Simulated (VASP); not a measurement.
Y2CF2:

```
Y C F
1.0
     3.66510    0.00000    0.00000
    -1.83255    3.17407    0.00000
     0.00000    0.00000    6.29697
Y C F
2 1 2
Direct
  0.33333 0.66667 0.21450
  0.66667 0.33333 0.78550
  0.00000 0.00000 0.00000
  0.33333 0.66667 0.60310
  0.66667 0.33333 0.39690
```

The cell comes from a database or a generator and needn't be the stable form of this composition.

| Quantity | Value |
| --- | --- |
| Program | VASP 6.6.1 |
| Task | relaxation of cell and atoms |
| Functional | PBEsol |
| Potentials or basis | VASP PAW PBE potentials, release 64 (Y_sv, C, F) |
| Cutoff | 600 eV |
| k mesh | 9 × 9 × 4 |
| Occupations | gaussian, width 0.03 eV |
| Spin | no spin polarisation |

At the start: pressure -2.8 GPa; volume 14.65 Å³/atom.

Problem. How do energy, volume and symmetry change on relaxing?

Solution. Over 9 steps the energy falls by 10.0 meV/atom and the volume is 14.38 Å³/atom (-1.9 %); space group P-3m1 (No. 164, to 0.05 Å).

The path:
```tsv
step	energy change (eV)	largest force (eV/Å)	pressure (GPa)	volume (Å³)
1	0.0000	0.5361	-2.75	73.25
2	-0.0301	0.2730	1.94	70.62
3	-0.0317	0.3239	1.04	71.08
4	-0.0429	0.1524	0.41	71.46
5	-0.0453	0.2712	-0.02	71.73
6	-0.0492	0.0098	-0.02	71.89
7	-0.0492	0.0104	-0.02	71.89
8	-0.0499	0.0023	0.01	71.89
9	-0.0500	0.0053	0.06	71.89
```

Final structure:
```yaml
crystal:
  lattice:
    - [3.62408, 0.00000, 0.00000]
    - [-1.81204, 3.13855, 0.00000]
    - [0.00000, 0.00000, 6.32014]
  atoms:
    - { symbol: Y, position: [0.33333, 0.66667, 0.21317] }
    - { symbol: Y, position: [0.66667, 0.33333, 0.78683] }
    - { symbol: C, position: [0.00000, 0.00000, 0.00000] }
    - { symbol: F, position: [0.33333, 0.66667, 0.61426] }
    - { symbol: F, position: [0.66667, 0.33333, 0.38574] }
```

Caveat: the PAW data sets were made with another functional, which shifts forces and pressure a little.
